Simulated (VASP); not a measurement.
Given:

```xyz
8
Lattice="4.0577 -6.9852 -0.0065 2.0102 3.4819 0.0000 -0.0053 0.0031 6.5902" Properties=species:S:1:pos:R:3 pbc="T T T"
Zn     2.0156    -1.1637     3.2941
Cd     2.0560     1.1342     0.0327
Cd     4.0670    -4.6693     3.2736
Cd     4.0022    -2.3107     0.0058
S      2.0034    -1.1567     5.6163
S      2.1231     1.0955     2.5582
S      4.0642    -4.6677     5.7927
S      3.9218    -2.2642     2.5189
```

Level of theory: PBEsol GGA, VASP's PBE PAW potentials (set 64) (plane waves; VASP). Numerical set-up: 400 eV cut-off, 4×7×4 Γ-centred mesh, tetrahedra with Blöchl corrections, potentials Zn Cd S.

The cores are frozen, which limits the accuracy of field gradients.

### Question
Give the principal components of the electric field gradient (V/Å²) and the asymmetry η at each nucleus.

### Answer

```json
[
 {"atom": "Zn1", "Vxx": "9.0", "Vyy": "2.9", "Vzz": "-11.9", "η": "0.51"},
 {"atom": "Cd2", "Vxx": "4.0", "Vyy": "1.0", "Vzz": "-5.0", "η": "0.61"},
 {"atom": "Cd3", "Vxx": "9.9", "Vyy": "8.0", "Vzz": "-17.9", "η": "0.11"},
 {"atom": "Cd4", "Vxx": "-2.5", "Vyy": "-2.3", "Vzz": "4.8", "η": "0.04"},
 {"atom": "S5", "Vxx": "-10.3", "Vyy": "-8.3", "Vzz": "18.6", "η": "0.10"},
 {"atom": "S6", "Vxx": "-8.2", "Vyy": "-3.6", "Vzz": "11.8", "η": "0.39"},
 {"atom": "S7", "Vxx": "5.5", "Vyy": "0.7", "Vzz": "-6.2", "η": "0.76"},
 {"atom": "S8", "Vxx": "-10.4", "Vyy": "-4.1", "Vzz": "14.5", "η": "0.43"}
]
```

The structure was generated: Cd3ZnS4 was put into an ordered model structure (Pm), which need not be its known phase. It was relaxed first.
